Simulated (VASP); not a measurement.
Wanted: the native input for a VASP 6.6.1 run.

| Quantity | Value |
| --- | --- |
| Task | single point |
| Functional | PBE |
| Potentials or basis | VASP PAW PBE potentials, release 64 (N, Ga_d, As) |
| Cutoff | 520 eV |
| k mesh | 8 × 8 × 6 |
| Occupations | fermi-dirac, width 0.02 eV |
| Spin | no spin polarisation |
| Dipole correction | no |
| Further INCAR settings | ALGO = Normal; EDIFF = 1e-07; NBANDS = 26 |

The structure of Ga2AsN lies in POSCAR:

```
Ga2AsN
1.0
    3.5015408646      0.0000000000      0.0000000000
    0.0000000000      3.5015408646      0.0000000000
    0.0000000000      0.0000000000      4.9360051849
N Ga As
1 2 1
Direct
    0.0000000000      0.0000000000      0.0000000000
    0.0000000000      0.0000000000      0.5000000000
    0.5000000000      0.5000000000      0.0000000000
    0.5000000000      0.5000000000      0.5000000000
```

The cell was built by a generator and needn't be a form met in nature.

The input as run:

INCAR

```
SYSTEM = Ga2AsN
PREC = Accurate ; ENCUT = 520
EDIFF = 1E-7 ; ISMEAR = -1
SIGMA = 0.02 ; LREAL = .False.
LASPH = .True. ; NELM = 100
ALGO = Normal ; ISIF = 2
LWAVE = .False. ; LCHARG = .True.
GGA = PE ; LELF = .True.
LVHAR = .True. ; NBANDS = 26
```

KPOINTS

```
regular mesh
0
Gamma
  8 8 6
  0 0 0
```

Potentials or basis: VASP PAW PBE potentials, release 64 (N, Ga_d, As).

Launch:

```sh
$ cat potpaw_PBE.64/N/POTCAR potpaw_PBE.64/Ga_d/POTCAR potpaw_PBE.64/As/POTCAR > POTCAR
$ mpirun -np 1 vasp_std > vasp.out
```

It gave:

```yaml
Pressure: 0.4 GPa
Band_gap_on_the_k_mesh: none (metal or under the smearing width)
```

Wall time 53 s on 1 thread of Intel(R) Xeon(R) 6975P-C (Granite Rapids), on a shared host, peak memory 0.23 GiB.
